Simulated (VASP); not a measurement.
Level of theory: PW91 GGA, VASP's PBE PAW potentials (set 64) (plane waves; VASP).

VASP ran on this input.

**KPOINTS**
```
Automatic mesh
0
gamma
  7 7 7
```

**POSCAR**
```
KCl
1
    0.0000000000     3.1450000000     3.1450000000
    3.1450000000     0.0000000000     3.1450000000
    3.1450000000     3.1450000000     0.0000000000
K Cl
1 1
Direct
  0.0000000000   0.0000000000   0.0000000000
  0.5000000000   0.5000000000   0.5000000000
```

**INCAR**
```
EDIFFG  =  -0.01
ISIF  =  3   ! ions, shape and volume
NELM  =  100
LWAVE  =  .False.
LASPH  =  .True.   ! aspherical one-centre terms
LCHARG  =  .False.
SIGMA  =  0.05   ! width (eV)
NSW  =  60   ! most ionic steps
PREC  =  Accurate
SYSTEM  =  KCl
EDIFF  =  1E-6   ! SCF stop (eV)
LREAL  =  .False.
GGA  =  91   ! PW91
IBRION  =  2
ENCUT  =  520   ! plane-wave cut-off (eV)
ALGO  =  Normal   ! blocked Davidson
ISMEAR  =  0
```

POTCAR, in this order: K_sv Cl (PBE.64 set). Program: vasp_std.

Energy and stress use the plane-wave basis of the starting cell.

Question: Predict the energy per atom (σ→0), volume per atom, band gap (on the k-mesh).

Answer: 
- energy per atom (σ→0) = -3.435 eV/atom
- band gap (on the k-mesh) = 5.08 eV
- volume per atom = 32.45 Å³/atom

**OSZICAR**
```
...
DAV:   3    -0.687074188958E+01    0.89832E-02   -0.25624E-02   828   0.136E+00    0.445E-01
DAV:   4    -0.687078835217E+01   -0.46463E-04   -0.13451E-03   924   0.225E-01    0.214E-01
DAV:   5    -0.687090207238E+01   -0.11372E-03   -0.97838E-04   888   0.174E-01    0.438E-02
DAV:   6    -0.687088206226E+01    0.20010E-04   -0.46731E-05   912   0.593E-02    0.157E-02
DAV:   7    -0.687087940258E+01    0.26597E-05   -0.62245E-06   640   0.220E-02    0.636E-03
DAV:   8    -0.687088048030E+01   -0.10777E-05   -0.52857E-07   412   0.761E-03    0.737E-04
DAV:   9    -0.687088073802E+01   -0.25772E-06   -0.12796E-07   340   0.338E-03
   3 F= -.68708807E+01 E0= -.68708807E+01  d E =-.555684E-02
```

The compound is KCl in the rock salt structure. This run relaxes it. Symmetry was kept, so distortions that lower it aren't found.
